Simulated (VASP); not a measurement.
**Ba2SeO with PBE: from relaxation to properties**

Wanted: the relaxed cell of Ba2SeO and its properties. The steps: rough relaxation of the start cell, relaxing cell and atoms (PBE), second relaxation, single point with fields (PBE), bands along the symmetry lines (PBE), total and projected DOS (PBE), response to an electric field (PBE) and electric field gradients (PBE). The cell is invented: it takes the structure of COD entry 9008673, MgSe (space group 225 there), with some of its atoms replaced by other elements, volume scaled by an estimate. It may not be a known or stable phase. The atoms of the start are displaced at random from the sites of a P4/mmm cell.

Calculated with VASP 6.6.1; PBE; plane waves and PAW (Ba_sv, Se, O); invented cell.

### Step 1. The structure

Before any relaxation, the start is as follows. Symmetry: Pm, No. 6, monoclinic system. That holds within 0.01 Å; VASP, at its tighter tolerance, finds 1 operation. Conventional cell: a = 4.126 Å, b = 5.835 Å, c = 4.126 Å, α = 90.00°, β = 90.00°, γ = 90.00°. Ba has 4 Se at 2.89 to 2.95 Å and 2 O at 2.92 Å nearest. Nearest to Ba lie 4 O at 2.90 to 2.93 Å and 2 Se at 2.91 to 2.92 Å. Se has 6 Ba at 2.89 to 2.95 Å nearest. O has 6 Ba at 2.90 to 2.93 Å nearest. It derives from MgSe. it takes the structure of COD entry 9008673, MgSe (space group 225 there), with some of its atoms replaced by other elements, volume scaled by an estimate. Farther neighbours and most contacts between anions are not listed. That group holds within 0.01 Å; judged at 0.001 Å it is P1 (No. 1).

Coordinates:

```cif
data_structure
_symmetry_space_group_name_H-M 'P 1'
_symmetry_Int_Tables_number 1
_cell_length_a 4.1259
_cell_length_b 4.1259
_cell_length_c 5.8348
_cell_angle_alpha 90.000
_cell_angle_beta 90.000
_cell_angle_gamma 90.000
_cell_volume 99.32
loop_
_atom_site_label
_atom_site_type_symbol
_atom_site_fract_x
_atom_site_fract_y
_atom_site_fract_z
_atom_site_occupancy
Ba1 Ba 0.50163 0.50593 0.49985 1
Ba2 Ba 0.99772 0.00259 0.00040 1
Se3 Se 0.00451 0.99882 0.49960 1
O4 O 0.49845 0.49744 0.99946 1
```

### Step 2. Rough relaxation of the start cell

The start is only an estimate, so a cheap relaxation brings it near a minimum before any careful run. PBE, the usual starting point, adds the gradient of the density.

File INCAR:

```
SYSTEM = Ba2SeO
PREC = Normal
ENCUT = 520
EDIFF = 1E-05
NELM = 60
ISMEAR = 0
SIGMA = 0.05
LREAL = .FALSE.
ALGO = Fast
GGA = PE
NBANDS = 22
LORBIT = 11
LWAVE = .FALSE.
LCHARG = .FALSE.
KPAR = 2
IBRION = 2
NSW = 40
ISIF = 3
EDIFFG = -0.04
```

File POSCAR:

```
Ba2SeO
1.0
    4.1258550000      0.0000000000      0.0000000000
    0.0000000000      4.1258550000      0.0000000000
    0.0000000000      0.0000000000      5.8348400000
Ba Se O
2 1 1
Direct
    0.5016280000      0.5059320000      0.4998490000
   -0.0022800000      0.0025910000      0.0004010000
    0.0045060000     -0.0011830000      0.4996010000
    0.4984470000      0.4974430000     -0.0005440000
```

File KPOINTS:

```
Automatic mesh
0
Gamma
4 4 3
0 0 0
```

PAW data sets: Ba_sv, Se and O (PBE family, release 64).

Launch:

```
$ mpirun -np 2 vasp_std
```

The program printed:

```text
[banner, memory and clock lines left out]
running    2 mpi-ranks, on    1 nodes
[...]
LDA part: xc-table for (Slater+PW92), standard interpolation
 POSCAR, INCAR and KPOINTS ok, starting setup
[...]
entering main loop
       N       E                     dE             d eps       ncg     rms          rms(c)
DAV:   1     0.209753687783E+03    0.20975E+03   -0.15066E+04  1144   0.132E+03
DAV:   2    -0.817993082177E+01   -0.21793E+03   -0.20513E+03  1658   0.250E+02
DAV:   3    -0.216062008025E+02   -0.13426E+02   -0.13223E+02  1542   0.649E+01
DAV:   4    -0.219798084080E+02   -0.37361E+00   -0.37321E+00  1710   0.966E+00
[...]
RMM:  14    -0.191527363881E+02   -0.23307E-04   -0.24634E-04  1077   0.388E-02    0.545E-03
RMM:  15    -0.191527471796E+02   -0.10792E-04   -0.11188E-04   852   0.233E-02    0.237E-03
RMM:  16    -0.191527515652E+02   -0.43856E-05   -0.44933E-05   753   0.152E-02
   1 F= -.19152752E+02 E0= -.19152752E+02  d E =-.191528E+02
[... from here on, the cycles between the ionic steps are left out ...]
   2 F= -.19905800E+02 E0= -.19905800E+02  d E =-.753049E+00
   4 F= -.20127413E+02 E0= -.20127413E+02  d E =-.974662E+00
   7 F= -.20128705E+02 E0= -.20128705E+02  d E =-.570228E-03
  10 F= -.20131674E+02 E0= -.20131674E+02  d E =-.257962E-02
  13 F= -.20215147E+02 E0= -.20215147E+02  d E =-.860522E-01
  16 F= -.20335207E+02 E0= -.20335207E+02  d E =-.261137E-01
  19 F= -.20399217E+02 E0= -.20399217E+02  d E =-.901239E-01
  22 F= -.20485877E+02 E0= -.20485877E+02  d E =-.293986E-01
  25 F= -.20559090E+02 E0= -.20559090E+02  d E =-.374066E-01
  28 F= -.20587110E+02 E0= -.20587110E+02  d E =-.265223E-01
  31 F= -.20659521E+02 E0= -.20659521E+02  d E =-.446464E-01
  34 F= -.20680152E+02 E0= -.20680152E+02  d E =-.180728E-01
  37 F= -.20686486E+02 E0= -.20686486E+02  d E =-.612555E-02
  39 F= -.20688600E+02 E0= -.20688600E+02  d E =-.211338E-02
  40 F= -.20690420E+02 E0= -.20690420E+02  d E =-.182072E-02
 trial-energy change:   -0.001821  1 .order   -0.001899   -0.002982   -0.000816
 step:   2.5246(harm=  2.2109)  dis= 0.01290  next Energy=   -20.690639 (dE=-0.204E-02)
```

Run time: 2.5 min. Hardware: 2 MPI ranks of Intel Xeon 6975P-C (Granite Rapids), shared host; peak memory 0.38 GiB.

The logs omit lines about the potential files and the build; timing stands in the text.

OUTCAR, selected parts (step 2):

```text
 k-point     1 :       0.0000    0.0000    0.0000
  band No.  band energies     occupation
    ...
     12      -0.0313      2.00000
     13      -0.0017      2.00000
     14       0.2407      2.00000
     15       0.3568      2.00000
     16       0.7044      2.00000
     17       2.8858      0.00000
     18       3.2325      0.00000
     19       5.0969      0.00000
     20       5.1928      0.00000
     21       5.5244      0.00000
    ...

  Total        0.0453062     -0.1244898     -0.1202023      0.1016703      0.0551511     -0.0277418
  in kB        0.5372867     -1.4763246     -1.4254795      1.2057085      0.6540373     -0.3289900
  external PRESSURE =      -0.7881724 kB  Pullay stress =       0.0000000 kB

 POSITION                                       TOTAL-FORCE (eV/Angst)
 -----------------------------------------------------------------------------------
      2.22729      2.26975      3.60910         0.027767      0.015237      0.027302
      4.44447      0.63856      0.04472        -0.012465     -0.053236     -0.023021
      0.01061      4.58358      3.16834        -0.027965      0.052253      0.004228
      2.22715      1.79080      6.04111         0.012663     -0.014254     -0.008509
 -----------------------------------------------------------------------------------
    total drift:                                0.000521     -0.002103     -0.001258

  FREE ENERGIE OF THE ION-ELECTRON SYSTEM (eV)
  ---------------------------------------------------
  free  energy   TOTEN  =       -20.6904203890 eV

  energy  without entropy=      -20.6904203890  energy(sigma->0) =      -20.69042039

[... 19 further parts left out ...]
[key lines of the parts left out:]
E-fermi :   0.9782
```

CONTCAR:

```
Ba2SeO
   1.00000000000000
     4.4491078038438037   -0.0132849650964549    0.0072843459852480
    -0.0071346091680089    4.6966112290813884   -0.0393518312691792
     0.0076913890766365   -0.0532218559843653    6.4660279982436277
  Ba              Se              O
     2     1     1
Direct
     0.5004342722202582    0.4910410220922456    0.5605874018602058
     0.9991693972562123    0.1388632078224903    0.0066352502059780
     0.0031006815327496    0.9815616847245484    0.4959688210836614
     0.4995966489907759    0.3933170853607189    0.9361155268501495
```

The relaxation used up its NSW steps before forces and stress met EDIFFG.

The next step goes on from the cell that it reached.

### Step 3. Relaxing cell and atoms (PBE)

Properties are meant for the cell that this level of theory prefers, so cell and atoms are relaxed first (ISIF = 3) until forces and stress are small; EDIFFG sets the threshold.

File INCAR:

```
SYSTEM = Ba2SeO
PREC = Accurate
ENCUT = 520
EDIFF = 1E-06
NELM = 100
ISMEAR = 0
SIGMA = 0.05
LREAL = .FALSE.
ALGO = Normal
GGA = PE
NBANDS = 22
LORBIT = 11
LWAVE = .FALSE.
LCHARG = .FALSE.
KPAR = 2
IBRION = 2
NSW = 60
ISIF = 3
EDIFFG = -0.01
```

File POSCAR:

```
Ba2SeO
1.0
    4.4491078038     -0.0132849651      0.0072843460
   -0.0071346092      4.6966112291     -0.0393518313
    0.0076913891     -0.0532218560      6.4660279982
Ba Se O
2 1 1
Direct
    0.5004342722      0.4910410221      0.5605874019
    0.9991693973      0.1388632078      0.0066352502
    0.0031006815      0.9815616847      0.4959688211
    0.4995966490      0.3933170854      0.9361155269
```

File KPOINTS:

```
Automatic mesh
0
Gamma
5 4 3
0 0 0
```

Launch:

```
$ mpirun -np 2 vasp_std
```

The program printed:

```text
[... set-up lines as in an earlier step ...]
 entering main loop
       N       E                     dE             d eps       ncg     rms          rms(c)
DAV:   1     0.218319078937E+03    0.21832E+03   -0.13747E+04  1364   0.125E+03
DAV:   2    -0.722051255661E+01   -0.22554E+03   -0.21417E+03  1920   0.243E+02
DAV:   3    -0.243738437005E+02   -0.17153E+02   -0.17024E+02  1836   0.731E+01
DAV:   4    -0.249148485153E+02   -0.54100E+00   -0.54044E+00  2154   0.114E+01
DAV:   5    -0.249203466676E+02   -0.54982E-02   -0.54971E-02  1688   0.115E+00    0.117E+01
DAV:   6    -0.210073015944E+02    0.39130E+01   -0.22092E+01  1606   0.217E+01    0.745E+00
DAV:   7    -0.207622599903E+02    0.24504E+00   -0.24207E+00  1706   0.889E+00    0.310E+00
DAV:   8    -0.207098066190E+02    0.52453E-01   -0.29905E-01  1700   0.371E+00    0.813E-01
DAV:   9    -0.207269509029E+02   -0.17144E-01   -0.40230E-02  1934   0.117E+00    0.275E-01
DAV:  10    -0.207323618384E+02   -0.54109E-02   -0.79053E-03  1800   0.568E-01    0.174E-01
DAV:  11    -0.207334447711E+02   -0.10829E-02   -0.50508E-03  1834   0.381E-01    0.799E-02
DAV:  12    -0.207336213583E+02   -0.17659E-03   -0.81249E-04  1736   0.191E-01    0.207E-02
DAV:  13    -0.207336419754E+02   -0.20617E-04   -0.13271E-04  1730   0.639E-02    0.162E-02
DAV:  14    -0.207336482808E+02   -0.63054E-05   -0.98487E-05  1718   0.533E-02    0.152E-02
DAV:  15    -0.207336438803E+02    0.44005E-05   -0.22266E-05  1740   0.284E-02    0.274E-03
DAV:  16    -0.207336441153E+02   -0.23501E-06   -0.27297E-06  1378   0.776E-03
   1 F= -.20733644E+02 E0= -.20733644E+02  d E =-.207336E+02
 curvature:   0.00 expect dE= 0.000E+00 dE for cont linesearch  0.000E+00
 trial: gam= 0.00000 g(F)=  0.423E-03 g(S)=  0.300E-02 ort = 0.000E+00 (trialstep = 0.100E+01)
 search vector abs. value=  0.343E-02
 bond charge predicted
       N       E                     dE             d eps       ncg     rms          rms(c)
DAV:   1    -0.207549709116E+02   -0.21327E-01   -0.52516E-01  1364   0.476E+00    0.907E-01
DAV:   2    -0.207403502151E+02    0.14621E-01   -0.77740E-02  1664   0.172E+00    0.355E-01
DAV:   3    -0.207363789014E+02    0.39713E-02   -0.12916E-02  1718   0.763E-01    0.176E-01
DAV:   4    -0.207353055588E+02    0.10733E-02   -0.66093E-03  1768   0.454E-01    0.720E-02
DAV:   5    -0.207353390358E+02   -0.33477E-04   -0.28994E-04  1930   0.902E-02    0.338E-02
DAV:   6    -0.207353578001E+02   -0.18764E-04   -0.49011E-05  2050   0.450E-02    0.142E-02
DAV:   7    -0.207353585820E+02   -0.78193E-06   -0.10207E-05  1920   0.176E-02    0.393E-03
DAV:   8    -0.207353578213E+02    0.76069E-06   -0.14452E-06  1374   0.797E-03
   2 F= -.20735358E+02 E0= -.20735358E+02  d E =-.171371E-02
[... from here on, the cycles between the ionic steps are left out ...]
   3 F= -.20735359E+02 E0= -.20735359E+02  d E =-.171451E-02
   4 F= -.20736129E+02 E0= -.20736129E+02  d E =-.770333E-03
   5 F= -.20736809E+02 E0= -.20736809E+02  d E =-.145053E-02
   6 F= -.20737481E+02 E0= -.20737481E+02  d E =-.671484E-03
   7 F= -.20738402E+02 E0= -.20738402E+02  d E =-.159273E-02
   8 F= -.20739348E+02 E0= -.20739348E+02  d E =-.946392E-03
   9 F= -.20740260E+02 E0= -.20740260E+02  d E =-.185790E-02
  10 F= -.20740727E+02 E0= -.20740727E+02  d E =-.467113E-03
  11 F= -.20740728E+02 E0= -.20740728E+02  d E =-.467930E-03
  12 F= -.20740922E+02 E0= -.20740922E+02  d E =-.194601E-03
  13 F= -.20740922E+02 E0= -.20740922E+02  d E =-.194265E-03
  14 F= -.20741028E+02 E0= -.20741028E+02  d E =-.106316E-03
  15 F= -.20741089E+02 E0= -.20741089E+02  d E =-.166888E-03
 curvature:  -3.70 expect dE=-0.684E-04 dE for cont linesearch -0.118E-06
 trial: gam= 0.10568 g(F)=  0.989E-05 g(S)=  0.863E-05 ort = 0.243E-05 (trialstep = 0.190E+01)
 search vector abs. value=  0.211E-04
 bond charge predicted
       N       E                     dE             d eps       ncg     rms          rms(c)
DAV:   1    -0.207411457521E+02   -0.57232E-04   -0.83750E-03  1364   0.565E-01    0.383E-02
DAV:   2    -0.207411269567E+02    0.18795E-04   -0.23679E-04  1736   0.968E-02    0.200E-02
DAV:   3    -0.207411136959E+02    0.13261E-04   -0.19262E-05  1768   0.292E-02    0.786E-03
DAV:   4    -0.207411116924E+02    0.20035E-05   -0.64555E-06  1736   0.167E-02    0.220E-03
DAV:   5    -0.207411118347E+02   -0.14236E-06   -0.41192E-07  1030   0.387E-03
  16 F= -.20741112E+02 E0= -.20741112E+02  d E =-.229649E-04
 trial-energy change:   -0.000023  1 .order   -0.000023   -0.000036   -0.000011
 step:   2.6951(harm=  2.6951)  dis= 0.00092  next Energy=   -20.741114 (dE=-0.253E-04)
 reached required accuracy - stopping structural energy minimisation
```

Wall time 2.1 min (2 MPI ranks); peak memory 0.59 GiB; 4.2 min of CPU time.

Parts of OUTCAR (step 3):

```text
  LATTYP: Found a triclinic cell.
 ALAT       =     4.6967815051
 B/A-ratio  =     1.3767409866
 C/A-ratio  =     0.9472728498
 COS(alpha) =     0.0028512300
 COS(beta)  =     0.0045186095
 COS(gamma) =     0.0166103985

The static configuration has the point symmetry C_1 .

 Found     31 irreducible k-points:

   k-points           NKPTS =     31   k-points in BZ     NKDIM =     31   number of bands    NBANDS=     22

   dimension x,y,z NGX =    36 NGY =   36 NGZ =   48
   dimension x,y,z NGXF=    72 NGYF=   72 NGZF=   96

   ENCUT  =  520.0 eV  38.22 Ry    6.18 a.u.   8.27  8.73 12.02*2*pi/ulx,y,z

   NELECT =      32.0000    total number of electrons

 E-fermi :   0.9260

 k-point     1 :       0.0000    0.0000    0.0000
  band No.  band energies     occupation
    ...
     12      -0.1208      2.00000
     13      -0.0500      2.00000
     14       0.1329      2.00000
     15       0.3167      2.00000
     16       0.6661      2.00000
     17       2.7501      0.00000
     18       3.1789      0.00000
     19       5.1236      0.00000
     20       5.1269      0.00000
     21       5.3585      0.00000
    ...

 k-point     2 :       0.2000   -0.0000   -0.0000
  band No.  band energies     occupation
    ...
     12      -0.1590      2.00000
     13      -0.0857      2.00000
     14      -0.0428      2.00000
     15       0.0094      2.00000
     16       0.1813      2.00000
     17       3.2226      0.00000
     18       3.9313      0.00000
     19       4.5620      0.00000
     20       5.1253      0.00000
     21       5.4694      0.00000
    ...

  Total       -0.0084774     -0.0095462      0.0005345      0.0025475     -0.0047864     -0.0007233
  in kB       -0.0987202     -0.1111664      0.0062244      0.0296656     -0.0557378     -0.0084231
  external PRESSURE =      -0.0678874 kB  Pullay stress =       0.0000000 kB

  energy-cutoff  :      520.00
  volume of cell :      137.58
      direct lattice vectors                 reciprocal lattice vectors
     4.438961539 -0.003382192  0.000219500     0.225277791 -0.000156040  0.000094598
     0.003272359  4.740408264  0.026457164     0.000160796  0.210958854 -0.001195139
    -0.002720025  0.037045112  6.538615356    -0.000008213 -0.000853596  0.152942411

 POSITION                                       TOTAL-FORCE (eV/Angst)
 -----------------------------------------------------------------------------------
      2.22087      2.38783      3.69422         0.002895      0.000094      0.001256
      0.00428      0.59863      0.03699        -0.002575     -0.004030      0.000900
      0.00331      4.74160      3.28434        -0.000123      0.000505     -0.002167
      2.22183      1.84610      6.11040        -0.000197      0.003432      0.000011
 -----------------------------------------------------------------------------------
    total drift:                                0.000056      0.000011     -0.000036

  FREE ENERGIE OF THE ION-ELECTRON SYSTEM (eV)
  ---------------------------------------------------
  free  energy   TOTEN  =       -20.7411118347 eV

  energy  without entropy=      -20.7411118347  energy(sigma->0) =      -20.74111183

 reached required accuracy - stopping structural energy minimisation

 total charge
# of ion       s       p       d       tot
------------------------------------------
    1        2.016   5.601   0.352   7.969
    2        2.009   5.597   0.332   7.938
    3        1.435   2.452   0.004   3.891
    4        1.566   3.351   0.000   4.917
--------------------------------------------------
tot          7.027  17.001   0.687  24.715

[... 1 part as in an earlier step ...]

[... 7 further parts left out ...]
```

The gap is read on the k-mesh alone, so it is an upper bound where the band edges lie off the mesh. Harder data sets than Ba_sv exist (the GW ones), and pressures, volumes and forces can shift noticeably with them.

The steps of the relaxation:

```csv
step,energy less that of the first step (eV),largest force (eV/Å),pressure (GPa),volume (Å³)
1,0.0000,0.0607,0.33,135.10
2,-0.0017,0.0586,-0.06,136.45
3,-0.0017,0.0585,-0.05,136.46
4,-0.0025,0.0523,-0.03,136.57
5,-0.0032,0.0594,0.02,136.83
6,-0.0038,0.0528,0.02,137.00
7,-0.0048,0.0781,-0.01,137.50
8,-0.0057,0.0530,-0.03,137.63
9,-0.0066,0.0342,-0.10,137.94
10,-0.0071,0.0402,0.06,137.41
11,-0.0071,0.0399,0.07,137.43
12,-0.0073,0.0217,-0.01,137.62
13,-0.0073,0.0223,-0.01,137.62
14,-0.0074,0.0141,-0.01,137.61
15,-0.0074,0.0101,0.00,137.59
16,-0.0075,0.0049,-0.01,137.58
```

```
     cell as run  before  after  change
           a (Å)   4.449  4.439  -0.2 %
           b (Å)   4.697  4.740  +0.9 %
           c (Å)   6.466  6.539  +1.1 %
           α (°)   90.95  89.36  -1.8 %
           β (°)   89.84  90.02  +0.2 %
           γ (°)   90.26  90.00  -0.3 %
volume (Å³/atom)   33.78  34.40  +1.8 %
```

The atoms that moved most (Å, as changes of fractional coordinates times the final cell):

| atom | dx | dy | dz | length |
| --- | --- | --- | --- | --- |
| Se3 | -0.012 | 0.070 | 0.015 | 0.073 |
| Ba2 | 0.008 | -0.060 | -0.010 | 0.061 |
| O4 | 0.005 | -0.051 | -0.021 | 0.056 |
| Ba1 | -0.001 | 0.041 | 0.016 | 0.044 |

Final coordinates:

```xyz
4
Lattice="4.4390 -0.0034 0.0002 0.0033 4.7404 0.0265 -0.0027 0.0370 6.5386" Properties=species:S:1:pos:R:3 pbc="T T T"
Ba    2.2209    2.3878    3.6942
Ba    4.4432    0.5952    0.0372
Se    0.0033    4.7416    3.2843
O     2.2218    1.8461    6.1104
```

A gap read on the k-mesh alone can miss the band edges.

This step gave:

```
electrons                       : 32
bands                           : 22
irreducible k-points            : 31
symmetry operations             : 1
free energy (TOTEN)             : -20.74 eV
Fermi energy                    : 0.926 eV
pressure                        : -0.006789 GPa
metallic                        : no
valence top at k                : 0, 0, 0
conduction bottom at k          : 0, 0, 0
least direct gap at k           : 0, 0, 0
SCF cycles over all ionic steps : 100
gap on the k-mesh               : 2.084 eV
least direct gap on the k-mesh  : 2.084 eV
```

It ends with a largest force of 0.005 eV/Å and a pressure of -0.01 GPa.

(Part 1 of 5 ends here.)

[Lines on the potential files, build, host, timing and source positions are cut from VASP's logs without a mark.]

[Logs are printed without paths, hosts, clocks, repeated set-up lines and the standing remarks that a program may print on its own settings, such as how far it seeks lower states.]

[Hosts, paths, dates, database ids (printed as entryN), source tags and the programs' standing remarks are cut or masked in the printed files.]

[A measured line is paired with the nearest computed mode of its activity, which favours agreement.]
